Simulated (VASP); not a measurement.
# What goes wrong when the gap of WS2 (Tungstenite) is computed with a bad input, part 2 of 2

Some runs for the gap of WS2 (Tungstenite) get a fault in the input on purpose. Which of them show, and how? The starting structure is a measured crystal structure from the Crystallography Open Database. The atoms were first relaxed with LDA in that cell, in a run that isn't shown, and the relaxed structure is the one below.

VASP 6.6.1.

Results so far: reference 0.950 eV; a k mesh far too coarse and no band path 1.945 eV.

## 5. Bands with a wide metal-type smearing

Level of this step: LDA; plane waves and PAW (W, S) (VASP).

A slip made on purpose: a wide metal-type smearing. Against step 2 the input has ISMEAR = 1 and SIGMA = 1 (also changed: NELM).

INCAR

```
SYSTEM = WS2
PREC = Accurate
ENCUT = 350
EDIFF = 1E-06
NELM = 60
ISMEAR = 1
SIGMA = 1
LREAL = .FALSE.
ALGO = Normal
GGA = CA
NBANDS = 34
LASPH = .TRUE.
LORBIT = 11
LWAVE = .FALSE.
LCHARG = .FALSE.
KPAR = 16
```

POSCAR

```
WS2
1.0
    3.1532000000      0.0000000000      0.0000000000
   -1.5766000000      2.7307513032      0.0000000000
    0.0000000000      0.0000000000     12.3230000000
W S
2 4
Direct
    0.6666666667      0.3333333333      0.7500000000
    0.3333333333      0.6666666667      0.2500000000
    0.6666666667      0.3333333333      0.3760628225
    0.3333333333      0.6666666667      0.8760628225
    0.6666666667      0.3333333333      0.1239371775
    0.3333333333      0.6666666667      0.6239371775
```

KPOINTS

```
Automatic mesh
0
Gamma
9 9 2
0 0 0
```

KPOINTS_OPT

```
Line mode
8
Line-mode
Reciprocal
  0.00000000   0.00000000   0.00000000 GAMMA
  0.50000000   0.00000000   0.00000000 M

  0.50000000   0.00000000   0.00000000 M
  0.33333333   0.33333333   0.00000000 K

  0.33333333   0.33333333   0.00000000 K
  0.00000000   0.00000000   0.00000000 GAMMA

  0.00000000   0.00000000   0.00000000 GAMMA
  0.00000000   0.00000000   0.50000000 A

  0.00000000   0.00000000   0.50000000 A
  0.50000000   0.00000000   0.50000000 L

  0.50000000   0.00000000   0.50000000 L
  0.33333333   0.33333333   0.50000000 H

  0.33333333   0.33333333   0.50000000 H
  0.00000000   0.00000000   0.50000000 A

  0.50000000   0.00000000   0.50000000 L
  0.50000000   0.00000000   0.00000000 M

  0.33333333   0.33333333   0.00000000 K
  0.33333333   0.33333333   0.50000000 H
```

PAW data sets: W and S (LDA family, release 64).

Command:

```
$ mpirun -np 16 vasp_std
```

The program printed:

```text
[... set-up lines as in an earlier step ...]
 entering main loop
       N       E                     dE             d eps       ncg     rms          rms(c)
DAV:   1     0.110630919209E+03    0.11063E+03   -0.12315E+04  1632   0.679E+02
DAV:   2    -0.463049892944E+02   -0.15694E+03   -0.14867E+03  2042   0.176E+02
DAV:   3    -0.552002083011E+02   -0.88952E+01   -0.87914E+01  2102   0.412E+01
DAV:   4    -0.553114714817E+02   -0.11126E+00   -0.11114E+00  2088   0.509E+00
[...]
DAV:  12    -0.525160350583E+02    0.51689E-04   -0.10805E-04  2052   0.545E-02    0.723E-02
DAV:  13    -0.525160338354E+02    0.12229E-05   -0.19197E-05  1904   0.181E-02    0.168E-02
DAV:  14    -0.525160328687E+02    0.96665E-06   -0.17812E-06  1476   0.723E-03
   1 F= -.52516033E+02 E0= -.52654269E+02  d E =0.414710E+00
 Start KPOINTS_OPT (optional k-point list driver)
k-point batch [1-24\72]
       N       E                     dE             ncg
DAV:   1     0.418910657578E+04   -0.14799E+05     1632
DAV:   2     0.419080211995E+03   -0.37700E+04     2036
DAV:   3     0.208345660311E+03   -0.21073E+03     2102
DAV:   4     0.205819745746E+03   -0.25259E+01     2032
DAV:   5     0.205776303966E+03   -0.43442E-01     2148
DAV:   6     0.205775326423E+03   -0.97754E-03     2100
DAV:   7     0.205775301140E+03   -0.25282E-04     2156
DAV:   8     0.205775300476E+03   -0.66427E-06     1464
[...]
k-point batch [49-72\72]
       N       E                     dE             ncg
DAV:   1     0.401074571208E+04   -0.19937E+05     1632
DAV:   2     0.350726624636E+03   -0.36600E+04     2030
DAV:   3     0.146929707041E+03   -0.20380E+03     2066
DAV:   4     0.144615566018E+03   -0.23141E+01     2028
DAV:   5     0.144578305899E+03   -0.37260E-01     2094
DAV:   6     0.144577492636E+03   -0.81326E-03     2084
DAV:   7     0.144577471811E+03   -0.20825E-04     2102
DAV:   8     0.144577471274E+03   -0.53781E-06     1436
```

The job ended after 28 s (16 MPI ranks of Intel Xeon Platinum 8375C at 2.90GHz (Ice Lake), shared host; peak memory 3.2 GiB; 4.8 min of CPU time).

Parts of OUTCAR (step 5):

```text
  Total       -2.7085446     -2.7085446     -0.5345103      0.0000000      0.0000000      0.0000000
  in kB      -40.8974717    -40.8974717     -8.0707991      0.0000000      0.0000000      0.0000000
  external PRESSURE =     -29.9552475 kB  Pullay stress =       0.0000000 kB

 POSITION                                       TOTAL-FORCE (eV/Angst)
 -----------------------------------------------------------------------------------
      1.57660      0.91025      9.24225         0.000000      0.000000     -0.000000
     -0.00000      1.82050      3.08075         0.000000      0.000000     -0.000000
      1.57660      0.91025      4.63422         0.000000      0.000000      0.029362
     -0.00000      1.82050     10.79572        -0.000000     -0.000000      0.029362
      1.57660      0.91025      1.52728         0.000000     -0.000000     -0.029362
     -0.00000      1.82050      7.68878        -0.000000     -0.000000     -0.029362
 -----------------------------------------------------------------------------------
    total drift:                               -0.000000      0.000000     -0.000000

  FREE ENERGIE OF THE ION-ELECTRON SYSTEM (eV)
  ---------------------------------------------------
  free  energy   TOTEN  =       -52.5160328687 eV

  energy  without entropy=      -52.9307425943  energy(sigma->0) =      -52.65426944

[... 2 parts as in an earlier step ...]

[... 1 further part left out ...]
[key lines of the parts left out:]
E-fermi :   7.2060
```

With a wide metal-type smearing the gap is 0.948 eV, -0.002 eV from the reference.

## 6. Bands with no empty bands

A slip made on purpose: no empty bands. Against step 2 the input has NBANDS = 18 and no band path (also changed: NELM).

INCAR, as its differences from that of step 5:

```diff
@@ -5,4 +5,4 @@
 NELM = 60
-ISMEAR = 1
-SIGMA = 1
+ISMEAR = 0
+SIGMA = 0.03
 LREAL = .FALSE.
@@ -10,3 +10,3 @@
 GGA = CA
-NBANDS = 34
+NBANDS = 18
 LASPH = .TRUE.
```

POSCAR is that of step 5.

KPOINTS is that of step 5.

Command:

```
$ mpirun -np 16 vasp_std
```

The program printed:

```text
[... set-up lines as in an earlier step ...]
 entering main loop
       N       E                     dE             d eps       ncg     rms          rms(c)
DAV:   1     0.173542868443E+03    0.17354E+03   -0.13361E+04   864   0.129E+03
DAV:   2    -0.348526885618E+02   -0.20840E+03   -0.20840E+03  1220   0.285E+02
DAV:   3    -0.543503914996E+02   -0.19498E+02   -0.19498E+02  1132   0.801E+01
DAV:   4    -0.553847121395E+02   -0.10343E+01   -0.10343E+01  1074   0.167E+01
[...]
DAV:  13    -0.526596932101E+02   -0.49305E-05   -0.10390E-04  1212   0.675E-02    0.241E-02
DAV:  14    -0.526596919929E+02    0.12171E-05   -0.62484E-06   842   0.134E-02    0.124E-02
DAV:  15    -0.526596914453E+02    0.54760E-06   -0.46016E-06   784   0.106E-02
 -----------------------------------------------------------------------------
|                                                                             |
|           W    W    AA    RRRRR   N    N  II  N    N   GGGG   !!!           |
|           W    W   A  A   R    R  NN   N  II  NN   N  G    G  !!!           |
|           W    W  A    A  R    R  N N  N  II  N N  N  G       !!!           |
|           W WW W  AAAAAA  RRRRR   N  N N  II  N  N N  G  GGG   !            |
|           WW  WW  A    A  R   R   N   NN  II  N   NN  G    G                |
|           W    W  A    A  R    R  N    N  II  N    N   GGGG   !!!           |
|                                                                             |
|     Your highest band is occupied at some k-points! Unless you are          |
|     performing a calculation for an insulator or semiconductor, without     |
|     unoccupied bands, you have included TOO FEW BANDS!! Please increase     |
|     the parameter NBANDS in file INCAR to ensure that the highest band      |
|     is unoccupied at all k-points. It is always recommended to include      |
|     a few unoccupied bands to accelerate the convergence of                 |
|     molecular-dynamics runs (even for insulators or semiconductors),        |
|     since the presence of unoccupied bands improves wavefunction            |
|     prediction and helps to suppress 'band-crossings'.                      |
|                                                                             |
 -----------------------------------------------------------------------------

   1 F= -.52659691E+02 E0= -.52659691E+02  d E =-.292282E-15
```

It took 11 s on 16 MPI ranks; peak memory 2.6 GiB.

OUTCAR, selected parts (step 6):

```text
  Total       -2.0081498     -2.0081498     -0.5922008     -0.0000000      0.0000000      0.0000000
  in kB      -30.3219107    -30.3219107     -8.9418927     -0.0000000      0.0000000      0.0000000
  external PRESSURE =     -23.1952380 kB  Pullay stress =       0.0000000 kB

 POSITION                                       TOTAL-FORCE (eV/Angst)
 -----------------------------------------------------------------------------------
      1.57660      0.91025      9.24225        -0.000000      0.000000     -0.000000
     -0.00000      1.82050      3.08075        -0.000000      0.000000     -0.000000
      1.57660      0.91025      4.63422         0.000000      0.000000     -0.001586
     -0.00000      1.82050     10.79572         0.000000     -0.000000     -0.001586
      1.57660      0.91025      1.52728         0.000000      0.000000      0.001586
     -0.00000      1.82050      7.68878        -0.000000     -0.000000      0.001586
 -----------------------------------------------------------------------------------
    total drift:                               -0.000000      0.000000     -0.000000

  FREE ENERGIE OF THE ION-ELECTRON SYSTEM (eV)
  ---------------------------------------------------
  free  energy   TOTEN  =       -52.6596914453 eV

  energy  without entropy=      -52.6596914453  energy(sigma->0) =      -52.65969145

[... 1 part as in an earlier step ...]

[... 2 further parts left out ...]
[key lines of the parts left out:]
E-fermi :   6.4832
```

The run converges, yet it holds no empty band, so no gap can be read from it.

## 7. All runs side by side

| run | ended | gap (eV) | change (eV) | core minutes |
| --- | --- | --- | --- | --- |
| reference | converged | 0.95 | - | 7.47 |
| too few electronic steps | not converged | - | - | 3.09 |
| a k mesh far too coarse and no band path | converged | 1.945 | 0.995 | 0.8 |
| a wide metal-type smearing | converged | 0.948 | -0.002 | 7.49 |
| no empty bands | converged | - | - | 2.93 |

Core minutes are wall time times ranks of the run shown, on a shared host.

## 8. Summary of results

```json
{
 "reference gap": "0.950 eV",
 "gap with a k mesh far too coarse and no band path": "1.945 eV",
 "gap with a wide metal-type smearing": "0.948 eV",
 "run with too few electronic steps": "not converged",
 "run with no empty bands": "converged"
}
```

**Reading.** The run with too few electronic steps didn't converge. The run without empty bands converged, and still can't show a gap. Finished, but with signs in the output that stand out against the reference: a k mesh far too coarse and no band path, with the gap changed by +1.00 eV (signs: a stress of up to 22.1 GPa and forces of up to 4.10 eV/Å); a wide metal-type smearing, with the gap changed by less than 0.01 eV (signs: a stress that differs by up to 1.1 GPa, a large entropy term in the energy and forces of up to 0.03 eV/Å). Further runs on this material are not shown.

[Lines on the potential files, build, host, timing and source positions are cut from VASP's logs without a mark.]

[Logs are printed without paths, hosts, clocks, repeated set-up lines and the standing remarks that a program may print on its own settings, such as how far it seeks lower states.]

[Hosts, paths, dates, database ids (printed as entryN), source tags and the programs' standing remarks are cut or masked in the printed files.]
